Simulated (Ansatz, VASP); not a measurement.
## Be3B2Cl3: VASP beside Ansatz

```
CELL_PARAMETERS angstrom
4.26258 0.00000 0.00000
0.00000 4.26258 0.00000
0.00000 0.00000 6.65088
ATOMIC_POSITIONS crystal
Be 0.50000 0.50000 0.00000
Be 0.00000 0.00000 0.50000
Be 0.50000 0.50000 0.50000
B 0.50000 0.00000 0.50000
B 0.00000 0.50000 0.50000
Cl 0.50000 0.50000 0.26748
Cl 0.50000 0.50000 0.73252
Cl 0.00000 0.00000 0.00000
```

Alike in both runs: task relaxation of cell and atoms; functional PBE; k mesh 4 × 4 × 4; occupations gaussian, width 0.1 eV; no spin polarisation.

|  | VASP | Ansatz |
| --- | --- | --- |
| version | VASP 6.6.1 | Ansatz 0.2.0 |
| potentials or method | VASP PAW PBE potentials, release 64 (Be, B, Cl) | scalar-relativistic, plane waves, PAW |
| plane-wave cutoff (eV) | 600 | 420 |
| valence electrons in the cell | 33 | 33 |

```tsv
	VASP	Ansatz	Ansatz less VASP
gap on the k mesh at the Fermi level, each at its own relaxed structure (eV)	none	none	-
relaxed volume (Å³/atom)	16.03	16.06	+0.029
relaxed cell length with the largest relative difference (Å)	8.995	9.031	+0.0362
energy change over the relaxation (meV/atom)	-1014	-1019	-4.8
```

A gap of «none» marks a metal or a gap that the smearing closes.

Caveats: the k mesh is coarse (spacing up to 0.37 Å⁻¹), so the values aren't converged; an odd number of electrons without spin polarisation forces a metal; a magnetic or distorted state may lie lower.
